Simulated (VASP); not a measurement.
Level of theory: PBEsol GGA, VASP's PBE PAW potentials (set 64) (plane waves; VASP).

VASP input:

File POSCAR:
```
Ga4AsP3
3.8821830
  0.0000000000   0.7071068704   0.7071068704
  0.7071068704   0.0000000000   0.7071068704
  2.8267510972   2.8267510972   0.0016763843
Ga P As
4 3 1
direct
  0.9922553625   0.9922553625   0.0058084782
  0.9973813329   0.9973813329   0.2519640003
  0.0024492914   0.0024492914   0.4981630314
  0.0079791012   0.0079791012   0.7440156742
  0.2452055723   0.2452055723   0.0660958207
  0.2501886376   0.2501886376   0.3123585218
  0.2551659079   0.2551659079   0.5586255690
  0.2493747943   0.2493747943   0.8129689043
```

### INCAR
```
! general
SYSTEM  = Ga4AsP3
PREC    = Accurate
ENCUT   = 400
LREAL   = .FALSE.
LASPH   = .TRUE.

! electronic loop
EDIFF   = 1E-7
NELM    = 100
ALGO    = Normal
LMAXMIX = 4

! smearing
ISMEAR  = -5

! functional
GGA     = PS

! ions
ISIF    = 2

! output
LWAVE   = .FALSE.
LCHARG  = .TRUE.
LORBIT  = 11
NEDOS   = 601

! other
LEFG    = .TRUE.
```

### KPOINTS
```
Automatic mesh
0
G
 8 8 2
```

POTCAR, in this order: Ga_d P As (PBE.64 set). Program: vasp_std.

The run wrote:

OSZICAR:
```
       N       E                     dE             d eps       ncg     rms          rms(c)
DAV:   1     0.567493601792E+03    0.56749E+03   -0.28911E+04  1771   0.211E+03
DAV:   2     0.512281931060E+02   -0.51627E+03   -0.50489E+03  1880   0.519E+02
DAV:   3    -0.343624740202E+02   -0.85591E+02   -0.83259E+02  2013   0.162E+02
DAV:   4    -0.396982550922E+02   -0.53358E+01   -0.53041E+01  2142   0.405E+01
DAV:   5    -0.398460869876E+02   -0.14783E+00   -0.14764E+00  2410   0.675E+00    0.790E+00
DAV:   6    -0.389322970769E+02    0.91379E+00   -0.17845E+00  2512   0.168E+01    0.465E+00
DAV:   7    -0.387931842097E+02    0.13911E+00   -0.95432E-01  2148   0.512E+00    0.136E+00
DAV:   8    -0.387848426244E+02    0.83416E-02   -0.20087E-01  2297   0.639E+00    0.271E-01
DAV:   9    -0.387849865950E+02   -0.14397E-03   -0.21904E-02  2152   0.281E+00    0.125E-01
DAV:  10    -0.387852142172E+02   -0.22762E-03   -0.48384E-03  2214   0.104E+00    0.897E-02
DAV:  11    -0.387853690768E+02   -0.15486E-03   -0.14183E-03  1997   0.339E-01    0.528E-02
DAV:  12    -0.387854435097E+02   -0.74433E-04   -0.25609E-04  2277   0.506E-01    0.176E-02
DAV:  13    -0.387854414401E+02    0.20696E-05   -0.82388E-05  2202   0.177E-01    0.962E-03
DAV:  14    -0.387854456182E+02   -0.41781E-05   -0.26858E-05  2605   0.611E-02    0.338E-03
DAV:  15    -0.387854462071E+02   -0.58894E-06   -0.53825E-06  2064   0.268E-02    0.155E-03
DAV:  16    -0.387854462354E+02   -0.28242E-07   -0.40843E-07  1626   0.152E-02
   1 F= -.38785446E+02 E0= -.38785446E+02  d E =0.000000E+00
```

**OUTCAR**
```
------------------------ aborting loop because EDIFF is reached ----------------------------------------
  FORCE on cell =-STRESS in cart. coord.  units (eV):
  Direction    XX          YY          ZZ          XY          YZ          ZX
  --------------------------------------------------------------------------------------
  Total        0.0082326      0.0082326      0.0082326      0.0676795     -0.0676795     -0.0676795
  in kB        0.0797734      0.0797734      0.0797734      0.6558145     -0.6558145     -0.6558145
  external PRESSURE =       0.0797734 kB  Pullay stress =       0.0000000 kB
  volume of cell :      165.34
      direct lattice vectors                 reciprocal lattice vectors
     0.000000000  2.745118271  2.745118271    -0.182195540  0.182087490  0.182195540
     2.745118271  0.000000000  2.745118271     0.182087490 -0.182195540  0.182195540
    10.973965055 10.973965055  0.006508031     0.045575897  0.045575897 -0.045575897
 POSITION                                       TOTAL-FORCE (eV/Angst)
 -----------------------------------------------------------------------------------
      2.78760      2.78760      5.44775        -0.000532     -0.000532      0.000532
      5.50297      5.50297      5.47750        -0.000984     -0.000984      0.000984
      5.47355      5.47355      0.01669         0.003912      0.003912     -0.003912
      8.18671      8.18671      0.04865         0.003579      0.003579     -0.003579
      1.39845      1.39845      1.34667        -0.006234     -0.006234      0.006234
      4.11461      4.11461      1.37563        -0.000327     -0.000327      0.000327
      6.83080      6.83080      1.40456         0.002084      0.002084     -0.002084
      9.60606      9.60606      1.37442        -0.001498     -0.001498      0.001498
 -----------------------------------------------------------------------------------
    total drift:                               -0.000104     -0.000104      0.000106
  FREE ENERGIE OF THE ION-ELECTRON SYSTEM (eV)
  ---------------------------------------------------
  free  energy   TOTEN  =       -38.7854462354 eV

  energy  without entropy=      -38.7854462354  energy(sigma->0) =      -38.78544624

 total charge

# of ion       s       p       d       tot
------------------------------------------
    1        0.867   0.833  10.006  11.706
    2        0.864   0.847  10.011  11.722
    3        0.864   0.846  10.011  11.722
    4        0.879   0.864  10.008  11.751
    5        1.019   1.501   0.000   2.521
    6        1.018   1.503   0.000   2.522
    7        1.019   1.502   0.000   2.521
    8        1.207   1.628   0.034   2.870
--------------------------------------------------
tot          7.739   9.525  40.069  57.333

 Electric field gradients after diagonalization (V/A^2)
 (convention: |V_zz| > |V_xx| > |V_yy|)
----------------------------------------------------------------------
 ion       V_xx      V_yy      V_zz     asymmetry (V_yy - V_xx)/ V_zz
----------------------------------------------------------------------
   1      -3.743    -3.734     7.476       0.001
   2       1.971     1.964    -3.935       0.002
   3       2.003     1.996    -3.999       0.002
   4       1.014     1.005    -2.020       0.004
   5       2.195     2.194    -4.389       0.000
   6       2.418     2.417    -4.836       0.000
   7       1.680     1.679    -3.358       0.000
   8     -13.316   -13.316    26.632       0.000
```
(Selected blocks of OUTCAR.)

The structure was generated: Ga4AsP3 was put into an ordered model structure (R3m), which need not be its known phase. It was relaxed first.
